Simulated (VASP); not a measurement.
Given:

```xyz
5
Lattice="5.5856 0.0000 0.0000 0.0000 5.5856 0.0000 0.0000 0.0000 5.5856" Properties=species:S:1:pos:R:3 pbc="T T T"
Cs     0.0000     0.0000     0.0000
Sn     2.7928     2.7928     2.7928
I      2.7928     0.0000     2.7928
I      0.0000     2.7928     2.7928
I      2.7928     2.7928     0.0000
```

Level of theory: PBEsol GGA, VASP's PBE PAW potentials (set 64) (plane waves; VASP). Settings: 500 eV cut-off, 6×6×6 Γ-centred mesh, first-order Methfessel-Paxton smearing of 0.10 eV, potentials Cs_sv Sn_d I.

Energy and stress use the plane-wave basis of the starting cell.

The ions, cell shape and volume at an external pressure of 20.0 GPa are relaxed. Which structure does the run end with?

```xyz
5
Lattice="5.3415 0.0000 0.0000 0.0000 5.3415 0.0000 0.0000 0.0000 5.3415" Properties=species:S:1:pos:R:3 pbc="T T T"
Cs     0.0000     0.0000     0.0000
Sn     2.6708     2.6708     2.6708
I      2.6708     0.0000     2.6708
I      0.0000     2.6708     2.6708
I      2.6708     2.6708     0.0000
```
Space group Pm-3m (221), at a tolerance of 0.03 Å.

How do energy and volume change from the first to the last step?

The energy (σ→0) changes by +393.9 meV/atom and the volume by -12.5 %, in 7 ionic steps.

```csv
step,E(σ→0) (eV),max force (eV/Å),pressure (GPa),volume (Å³)
1,-13.7264,0.000,9.95,174.27
2,-6.2117,0.000,48.51,124.76
3,-11.9030,0.000,19.25,153.60
4,-11.7859,0.000,19.86,152.64
5,-11.7344,0.000,20.12,152.22
6,-11.7889,0.000,19.84,152.66
7,-11.7571,0.000,20.01,152.40
```

The compound is CsSnI3 in the cubic perovskite structure, the ideal cubic form; the compound distorts at low or room temperature. This run relaxes it under an external pressure of 20 GPa. Symmetry was kept, so distortions that lower it aren't found.
